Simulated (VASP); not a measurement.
```xyz
6
Lattice="4.3161 0.0000 0.0000 0.0000 4.3161 0.0000 0.0000 0.0000 2.7462" Properties=species:S:1:pos:R:3 pbc="T T T"
Si     0.0000     0.0000     2.7462
Si     2.1580     2.1580     1.3731
O      1.3242     1.3242     0.0000
O      3.4822     0.8338     1.3731
O      0.8338     3.4822     1.3731
O      2.9919     2.9919     2.7462
```

Level of theory: PBE GGA, VASP's PBE PAW potentials (set 64) (plane waves; VASP). Numerical set-up: 520 eV cut-off, 5×5×8 Γ-centred mesh, Gaussian smearing of 0.050 eV, potentials Si O.

The ions and cell shape at fixed volume are relaxed. Predict the relaxed structure.

```xyz
6
Lattice="4.3434 0.0000 0.0000 0.0000 4.3434 0.0000 0.0000 0.0000 2.7116" Properties=species:S:1:pos:R:3 pbc="T T T"
Si     0.0000     4.3434     0.0000
Si     2.1717     2.1717     1.3558
O      1.3473     1.3473     0.0000
O      3.5190     0.8244     1.3558
O      0.8244     3.5190     1.3558
O      2.9961     2.9961     0.0000
```
Space group P4_2/mnm (136), at a tolerance of 0.03 Å.

How much energy does the relaxation gain?

The energy (σ→0) changes by -3.9 meV/atom, in 5 ionic steps.

```csv
step,E(σ→0) (eV),max force (eV/Å),pressure (GPa),volume (Å³)
1,-46.1774,0.370,-15.34,51.16
2,-46.1979,0.006,-13.35,51.16
3,-46.1985,0.086,-12.89,51.16
4,-46.2006,0.032,-12.44,51.16
5,-46.2009,0.001,-12.56,51.16
```

The compound is SiO2 in the rutile structure, stishovite, a high-pressure form. This cell is one point of a volume scan, at 1.06 of the reference volume. Symmetry was kept, so distortions that lower it aren't found.
